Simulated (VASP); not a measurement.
These are PBEsol GGA, VASP's PBE PAW potentials (set 64) (plane waves; VASP 6.6.1) values and carry that method's errors.

VASP ran on this input.

File KPOINTS:
```
Automatic mesh
0
Gamma
18 18 18
0 0 0
```

POSCAR:
```
Fe
1
   -1.3786406107     1.3786406107     1.3786406107
    1.3786406107    -1.3786406107     1.3786406107
    1.3786406107     1.3786406107    -1.3786406107
Fe
1
Direct
  0.0000000000   0.0000000000   0.0000000000
```

INCAR:
```
SYSTEM=Fe
PREC=Accurate; ENCUT=520; LREAL=.False.
LASPH=.True.
EDIFF=1E-7; NELM=100; ALGO=Normal
LMAXMIX=4
ISMEAR=1; SIGMA=0.1
GGA=PS
ISPIN=2; MAGMOM=2.1
ISIF=2
LWAVE=.False.; LCHARG=.False.; LORBIT=10
```

POTCAR, in this order: Fe (PBE.64 set). Program: vasp_std.

The resulting files:

**OUTCAR**
```
 ion  position               nearest neighbor table
   1  0.000  0.000  0.000-
  LATTYP: Found a body centered cubic cell.
 ALAT       =     2.7572812214
 Subroutine PRICEL returns:
 Original cell was already a primitive cell.
 Subroutine GETGRP returns: Found 48 space group operations
The static configuration has the point symmetry O_h .
The dynamic configuration has the point symmetry O_h .
The overall configuration has the point symmetry O_h .
 Subroutine INISYM returns: Found 48 space group operations
 Subroutine IBZKPT returns following result:
 Found    195 irreducible k-points:

 Following reciprocal coordinates:
            Coordinates               Weight
  0.000000  0.000000  0.000000      1.000000
  0.055556  0.000000  0.000000     12.000000
  0.111111  0.000000  0.000000     12.000000
  0.166667  0.000000  0.000000     12.000000
  0.222222  0.000000  0.000000     12.000000
  0.277778  0.000000  0.000000     12.000000
  0.333333  0.000000  0.000000     12.000000
  0.388889  0.000000  0.000000     12.000000
  0.444444  0.000000  0.000000     12.000000
  0.500000  0.000000  0.000000      6.000000
  0.055556  0.055556  0.000000     24.000000
  0.111111  0.055556  0.000000     48.000000
  0.166667  0.055556  0.000000     48.000000
  0.222222  0.055556  0.000000     48.000000
  0.277778  0.055556  0.000000     48.000000
  0.333333  0.055556  0.000000     48.000000
  0.388889  0.055556  0.000000     48.000000
  0.444444  0.055556  0.000000     48.000000
  0.111111  0.111111  0.000000     24.000000
  0.166667  0.111111  0.000000     48.000000
  0.222222  0.111111  0.000000     48.000000
  0.277778  0.111111  0.000000     48.000000
  0.333333  0.111111  0.000000     48.000000
  0.388889  0.111111  0.000000     48.000000
...
```

File OSZICAR:
```
       N       E                     dE             d eps       ncg     rms          rms(c)
DAV:   1     0.150867327396E+02    0.15087E+02   -0.41696E+03  7252   0.110E+03
DAV:   2    -0.982883891266E+01   -0.24916E+02   -0.23620E+02  7117   0.131E+02
DAV:   3    -0.101242942780E+02   -0.29546E+00   -0.29485E+00  7853   0.196E+01
DAV:   4    -0.101255653232E+02   -0.12710E-02   -0.12710E-02  7669   0.118E+00
DAV:   5    -0.101255765881E+02   -0.11265E-04   -0.11265E-04  7600   0.990E-02    0.131E+01
DAV:   6    -0.897832786023E+01    0.11472E+01   -0.12559E+01  7409   0.586E+01    0.465E+00
DAV:   7    -0.892861584891E+01    0.49712E-01   -0.54872E-01  7439   0.121E+01    0.309E+00
DAV:   8    -0.892000602619E+01    0.86098E-02   -0.57789E-03  8685   0.637E-01    0.150E+00
DAV:   9    -0.891127464123E+01    0.87314E-02   -0.69316E-03  8779   0.714E-01    0.383E-01
DAV:  10    -0.891143947468E+01   -0.16483E-03   -0.79518E-04  8074   0.364E-01    0.125E-01
DAV:  11    -0.891144127802E+01   -0.18033E-05   -0.16635E-04  7418   0.198E-01    0.234E-02
DAV:  12    -0.891144265981E+01   -0.13818E-05   -0.45563E-06  7370   0.337E-02    0.105E-02
DAV:  13    -0.891144309811E+01   -0.43830E-06   -0.99965E-07  7284   0.116E-02    0.722E-03
DAV:  14    -0.891144315376E+01   -0.55643E-07   -0.34653E-07  5016   0.781E-03
   1 F= -.89114432E+01 E0= -.89113730E+01  d E =-.210556E-03  mag=     2.0758
```

OUTCAR:
```
------------------------ aborting loop because EDIFF is reached ----------------------------------------
  FORCE on cell =-STRESS in cart. coord.  units (eV):
  Direction    XX          YY          ZZ          XY          YZ          ZX
  --------------------------------------------------------------------------------------
  Total        0.5229957      0.5229957      0.5229957     -0.0000000      0.0000000     -0.0000000
  in kB       79.9457679     79.9457679     79.9457679     -0.0000000      0.0000000     -0.0000000
  external PRESSURE =      79.9457679 kB  Pullay stress =       0.0000000 kB
  volume of cell :       10.48
      direct lattice vectors                 reciprocal lattice vectors
    -1.378640611  1.378640611  1.378640611     0.000000000  0.362676100  0.362676100
     1.378640611 -1.378640611  1.378640611     0.362676100  0.000000000  0.362676100
     1.378640611  1.378640611 -1.378640611     0.362676100  0.362676100  0.000000000
 POSITION                                       TOTAL-FORCE (eV/Angst)
 -----------------------------------------------------------------------------------
      0.00000      0.00000      0.00000         0.000000     -0.000000      0.000000
 -----------------------------------------------------------------------------------
    total drift:                                0.000000     -0.000000      0.000000
  FREE ENERGIE OF THE ION-ELECTRON SYSTEM (eV)
  ---------------------------------------------------
  free  energy   TOTEN  =        -8.9114431538 eV

  energy  without entropy=       -8.9112325974  energy(sigma->0) =       -8.91137297

 total charge

# of ion       s       p       d       tot
------------------------------------------
    1        0.527   0.622   6.305   7.454

 magnetization (x)

# of ion       s       p       d       tot
------------------------------------------
    1       -0.011  -0.046   2.108   2.051
```
(Selected blocks of OUTCAR.)

**OUTCAR**
```
 val. band max:        6.6037769402   @ k =  -0.3889   0.5000   0.1111

 cond. band min:       6.6072750455   @ k =  -0.4444   0.4444   0.2778


 Fermi energy:         6.6039433071

 spin component 1

 k-point     1 :       0.0000    0.0000    0.0000
  band No.  band energies     occupation
      1      -2.4807      1.00000
      2       4.0625      1.00000
      3       4.0625      1.00000
      4       4.0625      1.00000
      5       5.4946      1.00000
      6       5.4946      1.00000
      7      32.2420      0.00000
      8      32.2420      0.00000
      9      32.2420      0.00000

 k-point     2 :       0.0556    0.0000    0.0000
  band No.  band energies     occupation
      1      -2.3440      1.00000
      2       4.0221      1.00000
      3       4.0592      1.00000
      4       4.1406      1.00000
      5       5.4532      1.00000
      6       5.4979      1.00000
      7      31.4278      0.00000
      8      32.0722      0.00000
      9      32.1806      0.00000

 k-point     3 :       0.1111    0.0000    0.0000
  band No.  band energies     occupation
      1      -1.9432      1.00000
      2       3.9068      1.00000
      3       4.0371      1.00000
      4       4.3690      1.00000
      5       5.3570      1.00000
      6       5.5084      1.00000
      7      29.5221      0.00000
      8      31.4585      0.00000
      9      32.0235      0.00000

 k-point     4 :       0.1667    0.0000    0.0000
  band No.  band energies     occupation
      1      -1.3100      1.00000
      2       3.7335      1.00000
      3       3.9739      1.00000
      4       4.7305      1.00000
      5       5.2766      1.00000
      6       5.5280      1.00000
      7      27.1194      0.00000
      8      30.3968      0.00000
      9      31.8258      0.00000

 k-point     5 :       0.2222    0.0000    0.0000
  band No.  band energies     occupation
      1      -0.5153      1.00000
...
```

The compound is Fe in the bcc structure. This cell is one point of a volume scan, at 0.97 of the reference volume.
